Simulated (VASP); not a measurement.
These are PBEsol GGA, VASP's PBE PAW potentials (set 64) (plane waves; VASP) values and carry that method's errors.

Input for VASP

### KPOINTS
```
Automatic mesh
0
Gamma
19 19 10
0 0 0
```

INCAR:
```
! general
SYSTEM  = Cu
PREC    = Accurate
ENCUT   = 400   ! plane-wave cut-off (eV)
LREAL   = .FALSE.   ! projection in real space or not
LASPH   = .TRUE.   ! aspherical one-centre terms

! electronic loop
EDIFF   = 1E-7   ! SCF stop (eV)
NELM    = 100
ALGO    = Normal   ! blocked Davidson
LMAXMIX = 4

! smearing
ISMEAR  = -5   ! tetrahedra, Bloechl

! functional
GGA     = PS   ! PBEsol

! ions
ISIF    = 2   ! forces and stress, cell fixed

! output
LWAVE   = .FALSE.
LCHARG  = .TRUE.
LORBIT  = 11
NEDOS   = 601   ! DOS grid
```

**POSCAR**
```
Cu
1.0
  2.5077434965   0.0000000000   0.0000000000
 -1.2538717482   2.1717692690   0.0000000000
  0.0000000000   0.0000000000   4.1511513178
Cu
2
Direct
  0.3333330000   0.6666670000   0.2500000000
  0.6666670000   0.3333330000   0.7500000000
```

POTCAR, in this order: Cu (PBE.64 set). Program: vasp_std.

Output

### OSZICAR
```
       N       E                     dE             d eps       ncg     rms          rms(c)
DAV:   1     0.108306028162E+03    0.10831E+03   -0.91287E+03  7624   0.219E+03
DAV:   2    -0.725741546455E+01   -0.11556E+03   -0.11163E+03  7214   0.302E+02
DAV:   3    -0.107818473198E+02   -0.35244E+01   -0.34508E+01  8904   0.820E+01
DAV:   4    -0.108050815166E+02   -0.23234E-01   -0.23231E-01  8720   0.638E+00
DAV:   5    -0.108053783629E+02   -0.29685E-03   -0.29684E-03  9895   0.621E-01    0.119E+01
DAV:   6    -0.943462037810E+01    0.13708E+01   -0.18121E+01  7419   0.125E+02    0.585E+00
DAV:   7    -0.862882785312E+01    0.80579E+00   -0.31958E+00  7606   0.498E+01    0.790E-01
DAV:   8    -0.860518039402E+01    0.23647E-01   -0.19682E-02  9091   0.214E+00    0.491E-01
DAV:   9    -0.860074629031E+01    0.44341E-02   -0.86893E-03  8964   0.269E+00    0.239E-02
DAV:  10    -0.860077870373E+01   -0.32413E-04   -0.19056E-04  9937   0.210E-01    0.469E-03
DAV:  11    -0.860078236869E+01   -0.36650E-05   -0.28756E-06 11049   0.317E-02    0.283E-03
DAV:  12    -0.860078190209E+01    0.46660E-06   -0.56506E-07  8461   0.196E-02    0.267E-04
DAV:  13    -0.860078193133E+01   -0.29243E-07   -0.67216E-09  4546   0.152E-03
   1 F= -.86007819E+01 E0= -.86007819E+01  d E =0.000000E+00
```

**OUTCAR**
```
------------------------ aborting loop because EDIFF is reached ----------------------------------------
  FORCE on cell =-STRESS in cart. coord.  units (eV):
  Direction    XX          YY          ZZ          XY          YZ          ZX
  --------------------------------------------------------------------------------------
  Total        0.0993269      0.0993269     -0.1354921      0.0000000      0.0000000      0.0000000
  in kB        7.0390184      7.0390164     -9.6019428      0.0000000      0.0000000      0.0000000
  external PRESSURE =       1.4920306 kB  Pullay stress =       0.0000000 kB
  volume of cell :       22.61
      direct lattice vectors                 reciprocal lattice vectors
     2.507743496  0.000000000  0.000000000     0.398764866  0.230227035  0.000000000
    -1.253871748  2.171769269  0.000000000     0.000000000  0.460454070  0.000000000
     0.000000000  0.000000000  4.151151318     0.000000000  0.000000000  0.240897024
 POSITION                                       TOTAL-FORCE (eV/Angst)
 -----------------------------------------------------------------------------------
     -0.00000      1.44785      1.03779        -0.000000      0.000000      0.000000
      1.25387      0.72392      3.11336         0.000000      0.000000      0.000000
 -----------------------------------------------------------------------------------
    total drift:                               -0.000060      0.000034     -0.000014
  FREE ENERGIE OF THE ION-ELECTRON SYSTEM (eV)
  ---------------------------------------------------
  free  energy   TOTEN  =        -8.6007819313 eV

  energy  without entropy=       -8.6007819313  energy(sigma->0) =       -8.60078193

 total charge

# of ion       s       p       d       tot
------------------------------------------
    1        0.465   0.419   9.170  10.055
    2        0.465   0.419   9.170  10.055
--------------------------------------------------
tot          0.931   0.838  18.341  20.110
```
(Selected blocks of OUTCAR.)

### OUTCAR
```
 val. band max:        8.0411101398   @ k =   0.4737   0.0526   0.1000

 cond. band min:       7.9604535920   @ k =   0.2105   0.1053   0.3000


 Fermi energy:         7.9520110656

 k-point     1 :       0.0000    0.0000    0.0000
  band No.  band energies     occupation
      1      -1.7778      2.00000
      2       2.5751      2.00000
      3       4.7355      2.00000
      4       4.8476      2.00000
      5       4.8476      2.00000
      6       5.0608      2.00000
      7       5.0608      2.00000
      8       5.4195      2.00000
      9       5.4195      2.00000
     10       6.1790      2.00000
     11       6.1790      2.00000
     12       6.6578      2.00000
     13      11.7206      0.00000
     14      29.8363      0.00000
     15      30.6200      0.00000

 k-point     2 :       0.0526    0.0000    0.0000
  band No.  band energies     occupation
      1      -1.6842      2.00000
      2       2.6320      2.00000
      3       4.6921      2.00000
      4       4.8825      2.00000
      5       4.8834      2.00000
      6       5.0420      2.00000
      7       5.0926      2.00000
      8       5.3791      2.00000
      9       5.3982      2.00000
     10       5.7627      2.00000
     11       6.1872      2.00000
     12       7.1850      2.00156
     13      11.7432      0.00000
     14      28.3237      0.00000
     15      29.5351      0.00000

 k-point     3 :       0.1053    0.0000    0.0000
  band No.  band energies     occupation
      1      -1.4059      2.00000
      2       2.7930      2.00000
      3       4.5952      2.00000
      4       4.9358      2.00000
      5       4.9870      2.00000
      6       5.0146      2.00000
      7       5.1110      2.00000
      8       5.1850      2.00000
      9       5.3394      2.00000
     10       5.4451      2.00000
     11       6.2080      2.00000
     12       7.9831      1.10175
     13      11.8151      0.00000
     14      25.6946      0.00000
     15      28.0229      0.00000
...
```

For a metal the tetrahedron method with Blöchl corrections gives inexact stress and forces.

The structure was generated: Cu was put into the hcp type (P6_3/mmc), which need not be its known phase. It was relaxed first.
